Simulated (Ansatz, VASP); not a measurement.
# One calculation of Na2Pd3, two programs

```
Na Pd
1.0
     4.84170    0.00000    0.00000
     0.00000    4.84170    0.00000
     0.00000    0.00000    4.84170
Na Pd
2 3
Direct
  0.50000 0.50000 0.50000
  0.00000 0.00000 0.00000
  0.50000 0.00000 0.00000
  0.00000 0.50000 0.00000
  0.00000 0.00000 0.50000
```

Alike in both runs: functional PBE; k mesh 8 × 8 × 8; occupations gaussian, width 0.1 eV; no spin polarisation.

Ansatz relaxed the structure, and its values are those at the end. VASP's run is a single point on that final structure, the one shown.

```csv
,VASP,Ansatz
version,VASP 6.6.1,Ansatz 0.2.0
potentials or method,"VASP PAW PBE potentials, release 64 (Na_pv, Pd)","scalar-relativistic, plane waves, PAW"
plane-wave cutoff (eV),520,420
valence electrons in the cell,44,72
```

|  | VASP | Ansatz | Ansatz less VASP |
| --- | --- | --- | --- |
| gap on the k mesh at the Fermi level (eV) | none | none | - |
| pressure (GPa) | 0.0 | 0.0 | -0.07 |

A gap of «none» marks a metal or a gap that the smearing closes. With one functional, cell and mesh, what is left measures potentials, basis and numerics. The two sets of potentials don't hold the same shells in valence.
